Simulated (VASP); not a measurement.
These are PBEsol GGA, VASP's PBE PAW potentials (set 64) (plane waves; VASP) values and carry that method's errors.

The input files of a VASP run:

### KPOINTS
```
Automatic mesh
0
Gamma
7 7 7
0 0 0
```

### POSCAR
```
RuSi
4.596130
  1.0000000000   0.0000000000   0.0000000000
  0.0000000000   1.0000000000   0.0000000000
  0.0000000000   0.0000000000   1.0000000000
Si Ru
4 4
Cartesian
  0.1620000000   0.3380000000   0.6620000000
  0.6620000000   0.1620000000   0.3380000000
  0.8380000000   0.8380000000   0.8380000000
  0.3380000000   0.6620000000   0.1620000000
  0.8720000000   0.6280000000   0.3720000000
  0.3720000000   0.8720000000   0.6280000000
  0.1280000000   0.1280000000   0.1280000000
  0.6280000000   0.3720000000   0.8720000000
```

**INCAR**
```
LREAL = .False.
NELM = 100
LMAXMIX = 4   ! l cut-off of mixed one-centre charges
SIGMA = 0.05   ! width (eV)
PREC = Accurate
GGA = PS
ISIF = 2   ! forces and stress, cell fixed
EDIFF = 1E-6
SYSTEM = RuSi
ISMEAR = -1   ! Fermi-Dirac
LASPH = .True.   ! aspherical one-centre terms
ALGO = Normal   ! blocked Davidson
ENCUT = 300   ! plane-wave cut-off (eV)
LWAVE = .False.
LCHARG = .False.
```

POTCAR, in this order: Si Ru_pv (PBE.64 set). Program: vasp_std.

**Question.** What will the output report for the number of irreducible k-points (NKPTS), largest plane-wave count, number of space-group operations, FFT grid (NGX, NGY, NGZ)?

**Answer.** 
| Property | Result |
|---|---|
| number of irreducible k-points (NKPTS) | 24 |
| largest plane-wave count | 1189 |
| number of space-group operations | 12 |
| FFT grid (NGX, NGY, NGZ) | 28 × 28 × 28 |

The structure is a typed RuSi crystal. The cell was not relaxed at this level. The run is one of a series of settings (GGA = PS against the base run), some of them coarse on purpose.
